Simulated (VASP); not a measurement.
An input for Ansatz (written as the equivalent of a VASP run, and not itself run):

Ansatz 0.2 input:
```yaml
crystal:
  lattice:
    - [3.4320083, 0.0000000, 0.0000000]
    - [-1.7160042, 2.9722060, 0.0000000]
    - [0.0000000, 0.0000000, 5.4140391]
  atoms:
    - { symbol: Be, position: [0.0000000, 0.0000000, 0.0000000] }
    - { symbol: Be, position: [0.0000000, 0.0000000, 0.5000000] }
    - { symbol: Se, position: [0.3333330, 0.6666670, 0.2500000] }
    - { symbol: Se, position: [0.6666670, 0.3333330, 0.7500000] }
kpoints:
  mp_grid: { grid: [7, 7, 4] }
hamiltonian:
  xc: pbesol
  pseudopotentials: { kind: paw }
scf:
  occupations: { method: gaussian, width: 0.05 }
  max_iter: 100
relax:
  max_steps: 40
  f_tol: 0.02
  cell: { p_target: 10 }
output: { forces: true, stress: true, eigenvalues: true }
```

Translate this input to VASP (INCAR, KPOINTS, POSCAR, choice of POTCAR).

This is not unique; one that fits is 
POSCAR:
```
BeSe
1.0
  3.4320083489   0.0000000000   0.0000000000
 -1.7160041744   2.9722060428   0.0000000000
  0.0000000000   0.0000000000   5.4140390998
Be Se
2 2
Cartesian
  0.0000000000   0.0000000000   0.0000000000
  0.0000000000   0.0000000000   2.7070195499
 -0.0000017160   1.9814716859   1.3535097750
  1.7160058905   0.9907343569   4.0605293249
```

**INCAR**
```
! general
SYSTEM =BeSe
PREC   =Accurate
ENCUT  =500
LREAL  =F   ! projection in real space or not
LASPH  =T

! electronic loop
EDIFF  =1E-6
NELM   =100   ! most electronic steps
ALGO   =Normal   ! blocked Davidson
LMAXMIX=4   ! l cut-off of mixed one-centre charges

! smearing
ISMEAR =0   ! Gaussian
SIGMA  =0.05   ! width (eV)

! functional
GGA    =PS   ! PBEsol

! ions
IBRION =2   ! conjugate gradients
NSW    =40   ! most ionic steps
ISIF   =3
EDIFFG =-0.02   ! ionic stop
PSTRESS=100   ! kbar

! output
LWAVE  =F
LCHARG =F
```

KPOINTS:
```
Automatic mesh
0
Gamma
7 7 4
0 0 0
```

POTCAR, in this order: Be Se (PBE.64 set). Program: vasp_std.

What does not carry over: each code has its own PAW files, so the cut-off isn't converted (ENCUT is set for VASP's; basis.ecutwfc is left out, and Ansatz then takes the one that its files recommend); Ansatz stops its SCF on the density residual and VASP on the energy change (EDIFF).

The structure was generated: BeSe was put into the NiAs type type (P6_3/mmc), which need not be its known phase. This run relaxes it under an external pressure of 10 GPa. Symmetry was kept, so distortions that lower it aren't found.
